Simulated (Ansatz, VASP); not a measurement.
# InTe2 in two plane-wave programs, part 2 of 2

One calculation is typed for both programs; each brings its own data sets. How far apart do they land? The cell is generated by rule, not measured, and may not be a known phase. The cell is taken from a series of runs on this material, whose earlier steps may have relaxed, scaled, displaced or heated it; both programs get it as it stands.

VASP 6.6.1 and Ansatz 0.2.0.

So far: The starting structure; VASP: zone-centre phonons, PBEsol.

The structure was built from a prototype and need not be the compound's stable phase.

### Step 3. Ansatz: zone-centre phonons, PBEsol

Level of this step: Ansatz beside VASP: Kohn-Sham DFT, plane waves, PBEsol (Ansatz).

Ansatz runs on its default PAW (the set named soft_2) files.

The same cell, functional, mesh and smearing now go to Ansatz, which takes its cutoff from its data sets.

Input file input.yaml:

```yaml
crystal:
  lattice:
    - [0.0, 3.573650624, 3.573650624]
    - [3.573650624, 0.0, 3.573650624]
    - [3.573650624, 3.573650624, 0.0]
  atoms:
    - { symbol: In, position: [0.0, 0.0, 0.0] }
    - { symbol: Te, position: [0.75, 0.75, 0.75] }
    - { symbol: Te, position: [0.25, 0.25, 0.25] }
kpoints:
  mp_grid: { grid: [10, 10, 10] }
hamiltonian:
  xc: pbesol
scf:
  occupations: { method: methfessel_paxton, width: 0.15 }
output:
  eigenvalues: true
phonons:
  method: dfpt
  qmesh: [2, 2, 2]
  temperatures: { t_max: 1000, t_step: 50 }
  qpath:
    path:
      - [[0.0, 0.0, 0.0], [0.5, 0.0, 0.5], [0.625, 0.25, 0.625]]
      - [[0.375, 0.375, 0.75], [0.0, 0.0, 0.0], [0.5, 0.5, 0.5], [0.5, 0.25, 0.75], [0.5, 0.0, 0.5]]
    npoints: 10
```

On the command line:

```sh
$ ansatz run input.yaml --threads 4 --pin off --max-ram 8192MiB --backend cpu --events-out ev --progress --plain --runs-dir out
```

Numbers of over 12 decimals in the logs are rounded to 6 here.

The log of the run:

```text
Engine: ansatz 0.2.0, aarch64-unknown-linux-gnu
Pseudopotentials: kind: paw
Pseudopotential: In, paw, valence charge 13, recommended cutoff 420 eV (normal), In.paw.azcp
Pseudopotential: Te, paw, valence charge 16, recommended cutoff 420 eV (normal), Te.paw.azcp
Functional definition: PBEsol
  exchange = pbesol_x
  correlation = pbesol_c
Crystal: 3 atoms, lattice volume = 91.278 Å³
Basis set: ecut = 420 eV, 1807 PW (Γ), exchange–correlation on 72×72×72 points (8 copies of the dense FFT grid, shifted against one another)
Bands: 27, of which v1, the nominal top of the filled ones, is band 23 counted from 1 (22 counted from 0)
Symmetry: 48 space group operations
k-points: 47 of 1000
Non-local potential: In, projectors of the file, l = 0: 2, l = 1: 2, l = 2: 2, l = 3: 2
Non-local potential: Te, projectors of the file, l = 0: 2, l = 1: 2, l = 2: 2, l = 3: 2
PAW form: soft (Blöchl's): semilocal exchange-correlation on the pseudo side does not see the compensation charge
PAW frozen core: In, regenerated for the run's functional, and the local potential with it (the file was generated under x = pbe(κ = 0.804, μ = 0.219515), c = pbe(β = 0.066725))
PAW frozen core: Te, regenerated for the run's functional, and the local potential with it (the file was generated under x = pbe(κ = 0.804, μ = 0.219515), c = pbe(β = 0.066725))
PAW one-centre angular grid: In, 590 points (default); XC on 64 Gauss nodes
PAW one-centre angular grid: Te, 590 points (default); XC on 64 Gauss nodes
Initial density: superposition of atomic densities (neutral atoms: chi_scale 0, normalization atom), corrected by the library's trained network
Initial wavefunctions: pseudopotential atomic-orbital guess
Functional: x = pbesol(κ = 0.804, μ = 0.123457), c = pbesol(β = 0.046)
SCF iter   1: F=—  HF=-19327.933176 eV  |F-HF|=—  |Δ(HF+E_count)|=         —  Δρ=1.99e-3  dr2=2.76e-3  ethr=1.77e-3  ⟨swp⟩=6.1  Hψ=5441  notcnv=0
preconditioner: auto → LDOS  [metal: Δε(μ)=0.006 eV  Ē_g=11.820 eV  σ=0.150 eV  W_gap=0.04  n_scr=14 (ndim 8)  ℏωp=19.4 eV  f_vac=0.054  D(μ)=2.52/eV (n_scr^D=14)  β→1.0]
SCF iter   2: F=—  HF=-19327.930178 eV  |F-HF|=—  |Δ(HF+E_count)|=   3.00e-3  S|Δr|=    0.00e0  Δρ=8.35e-4  dr2=4.77e-4  ethr=6.13e-6  ⟨swp⟩=2.0  Hψ=2256  notcnv=0
SCF iter   3: F=—  HF=-19327.930051 eV  |F-HF|=—  |Δ(HF+E_count)|=   1.27e-4  S|Δr|=    0.00e0  Δρ=2.90e-4  dr2=6.82e-5  ethr=1.06e-6  ⟨swp⟩=2.0  Hψ=1815  notcnv=0
SCF iter   4: F=—  HF=-19327.930040 eV  |F-HF|=—  |Δ(HF+E_count)|=   1.07e-5  S|Δr|=    0.00e0  Δρ=4.46e-5  dr2=3.60e-6  ethr=1.51e-7  ⟨swp⟩=2.0  Hψ=1813  notcnv=0
SCF iter   5: F=—  HF=-19327.930042 eV  |F-HF|=—  |Δ(HF+E_count)|=   1.39e-6  S|Δr|=    0.00e0  Δρ=1.84e-5  dr2=3.19e-7  ethr=8.00e-9  ⟨swp⟩=2.0  Hψ=1645  notcnv=0
SCF iter   6: F=—  HF=-19327.930042 eV  |F-HF|=—  |Δ(HF+E_count)|=   2.87e-8  S|Δr|=    0.00e0  Δρ=3.03e-6  dr2=1.43e-8  ethr=7.09e-10  ⟨swp⟩=2.0  Hψ=2336  notcnv=0
SCF iter   7: F=—  HF=-19327.930042 eV  |F-HF|=—  |Δ(HF+E_count)|=   3.94e-9  S|Δr|=    0.00e0  Δρ=7.32e-7  dr2=3.24e-10  ethr=3.17e-11  ⟨swp⟩=2.0  Hψ=2341  notcnv=0
SCF iter   8: F=—  HF=-19327.930042 eV  |F-HF|=—  |Δ(HF+E_count)|=  1.13e-10  S|Δr|=    0.00e0  Δρ=1.05e-7  dr2=1.05e-11  ethr=1.00e-12  ⟨swp⟩=2.0  Hψ=2340  notcnv=0
SCF iter   9: F=-19327.930042 eV  HF=-19327.930042 eV  |F-HF|=7.28e-12  |Δ(HF+E_count)|=  3.64e-12  S|Δr|=    0.00e0  Δρ=3.05e-8  dr2=8.02e-13  ethr=1.00e-12  ⟨swp⟩=6.1  Hψ=5402  notcnv=0
SCF 1 converged in 9 iterations: F = -19327.930042 eV  dr2 = 8.02e-13
  greatest PAW one-centre occupation: 0.998 electrons in one spin orbital (limit 2), on the Te atom at site 2 (counted from 0), in its partial waves of l = 2
phonons: the bands overlap, so this run is a metal and interpolates without the dipole-dipole term. If the crystal is really an insulator or semiconductor, its LO-TO splitting is missing
NSCF: frozen V_eff on 47 k-points
NSCF: frozen V_eff on 102 k-points
DFPT response loops at q = (0, 0, 0) (fractional): preconditioner auto → Kerker (q_TF=auto, 2.425 Å⁻¹) (partly filled bands, converged f_vac=0.060); β = 1.00, the filter's whole step (`scf.mixing.beta` (0.50) is not read by the response loops under this deck's `scf.mixing.preconditioner`; to damp them name `kerker` or `kerker_dos`, under which they read `scf.mixing.beta`, and type it under 1.00, their step now; both keys bind the ground state too); Broyden in place of MSR1
NSCF: frozen V_eff on 564 k-points
DFPT response loops at q = (0, 0, -0.5) (fractional): mixed as the last ones told, above
NSCF: frozen V_eff on 342 k-points
DFPT response loops at q = (0, -0.5, -0.5) (fractional): mixed as the last ones told, above
SCF converged after 9 iterations
Stability not checked: this state was not tested for a lower state beside it, because cold or Methfessel-Paxton smearing, or corrected tetrahedra, fill the levels in a way that the test cannot read (fill_not_monotonic; see scf.lower_state_search)
Free energy (F): -19327.930042 eV
Harris-Foulkes:  -19327.930042 eV  (|F-HF|=7.28e-12)
Internal energy: -19327.930244 eV  (E = F + TS)
E sigma→0 (E₀):  -19327.930092 eV
Entropy (-TS):   0.000202 eV (0.067 meV/atom)
Fermi energy:    9.392674 eV
--- Per-component energies (eV) ---
  E_band       = -540.991424
  E_kinetic    = 605.159398
  E_local      = -3659.922760  (includes V_loc(G=0)·N_el)
  E_nonlocal   = -247.328551
  E_hartree    = 2065.565254
  E_xc         = -460.658991
  E_vxc        = -308.661418  (∫ρ·V_xc dr)
  E_paw        = -13252.337819  (= ΣΔE_a)
  E_vpaw       = -1061.368181  (= ΣTr[D̂ρ^β])
  E_aug_tail   = -0.000346  (compensation charges beyond the density's cutoff)
  E_ewald      = -4379.391961
  E_core_change = 0.985533  (= ΣΔE_core)
  E_smearing   = 0.000202  (= −TS)
  E_closure    = -0.000000  (closes the sum)
  Σ components = -19327.930042   (vs F -19327.930042, Δ=0.00e0)
--- Band table (eV; the first three rows and the last of 47) ---
  k-point 0: bands = [... 19 lower, 6.4639, 7.3569, 8.2468, 8.2468, 8.2468, 11.2057, 11.2057, 11.2057]
  k-point 1: bands = [... 19 lower, 6.4324, 6.8847, 8.1643, 8.1643, 9.1257, 11.2996, 11.3102, 11.3102]
  k-point 2: bands = [... 19 lower, 6.3657, 6.7898, 7.9328, 7.9328, 10.0148, 11.6759, 11.6759, 11.9827]
  k-point 46: bands = [... 19 lower, 6.1050, 7.5216, 9.3544, 10.2016, 10.3958, 12.4323, 14.1263, 14.5414]
--- Phonons (Γ-DFPT): 2 representative perturbations + reference (Σ response iterations 6) ---
  ASR residual: 4.887e-5 → 0.000e0 eV/Å²; symmetrization residual: 5.361e-5 eV/Å²
  ASR residual per site (eV/Å²): 1.63e-5 4.89e-5 4.89e-5
  Γ frequencies (cm⁻¹): 0.00 0.00 0.00 22.34 22.34 22.34 93.22 93.22 93.22
--- Phonons (arbitrary-q DFPT): 3 irreducible q on the 2×2×2 mesh ---
  q = [0.0000, 0.0000, 0.0000] (star 1, of the zone-centre solve; hermiticity 4.24e-5, symmetrization 2.36e-11): 0.00 0.00 0.00 22.34 22.34 22.34 93.22 93.22 93.22
  q = [0.0000, 0.0000, -0.5000] (star 4, 2 solved perturbations on 282 of 1000 k-point pairs; hermiticity 8.74e-6, symmetrization 2.38e-11): -59.27 -41.32 -41.32 -17.66 52.21 52.21 97.61 97.61 100.67
  q = [0.0000, -0.5000, -0.5000] (star 3, 4 solved perturbations in 546 linear systems a pass and spin channel, the states on 171 of 1000 k-point pairs; hermiticity 3.60e-5, symmetrization 1.78e-12): -86.43 -56.77 -56.77 -28.49 -28.49 65.29 79.06 112.06 112.06
  sum rule: each row above includes the acoustic sum rule's correction from the zone centre's row sums; it moved no ω² by more than (0.32 cm⁻¹)²
  mesh force constants: q→R imaginary residual 6.06e-17; ASR residual 4.887e-5 → 0.000e0 eV/Å²; symmetrization residual 3.109e-15 eV/Å²
  interpolated dispersion: 62 rows × 9 modes
  density of states and harmonic sums: on the 16×16×16 q-mesh, interpolated from the force constants of a 2×2×2 supercell (no non-analytic term)
  largest difference from the sums on the solved wave vectors: F 1.55e-1 eV, S 1.94e-4 and C_V 4.04e-5 eV/K
  zero-point energy: 0.023901 eV/cell   skipped modes (ω ≤ 0): 544, of them read as no rigid motion or as one in doubt: 541 (3.792e0 modes/cell left out, lowest -86.43 cm⁻¹)   left out of the sums: 4.21e-1 of the cell's modes: C_V's classical limit lies that fraction below 3 k_B per atom; for a crystal, a wire or a layer, F and S can be off by more, and a phonons.interpolated_qmesh denser along its periods is the remedy for the sampling
```

### Step 4. Comparison

Known differences besides the potentials themselves: VASP's run holds the zone centre alone; the data sets hold 45 valence electrons in Ansatz (on its default PAW (the set named soft_2) files) and 25 in VASP; the cutoff is 420 eV in Ansatz and 500 eV in VASP; Ansatz makes its cores anew for this functional, VASP keeps those of its PBE data sets. Total energies have different zeros and are not compared.

The two programs side by side:

```
                  quantity  Ansatz  VASP  difference
optical mode 1 to 3 (cm⁻¹)    22.3  27.0        -4.7
optical mode 4 to 6 (cm⁻¹)    93.2  93.3     -0.09 %
```

Modes are paired by rising frequency, not by their patterns, so a pair may set unlike modes beside each other; they are those without the splitting of longitudinal modes.

### Step 5. Results

```json
{
 "r.m.s. difference of the optical zone-centre modes, each program's sorted by frequency (zone-centre phonons, PBEsol)": "3.3 cm⁻¹"
}
```

What this shows: The r.m.s. difference of the optical zone-centre modes, each program's sorted by frequency is 3.3 cm⁻¹ (zone-centre phonons, PBEsol). The data sets hold unlike numbers of valence electrons (45 in Ansatz and 25 in VASP), so part of the differences comes from the potentials. How closely two codes agree says nothing of how well the functional describes the real material.

[Lines on the potential files, build, host, timing and source positions are cut from VASP's logs without a mark.]

[Logs are printed without paths, hosts, clocks, repeated set-up lines and the standing remarks that a program may print on its own settings, such as how far it seeks lower states.]

[Hosts, paths, dates, database ids (printed as entryN), source tags and the programs' standing remarks are cut or masked in the printed files.]
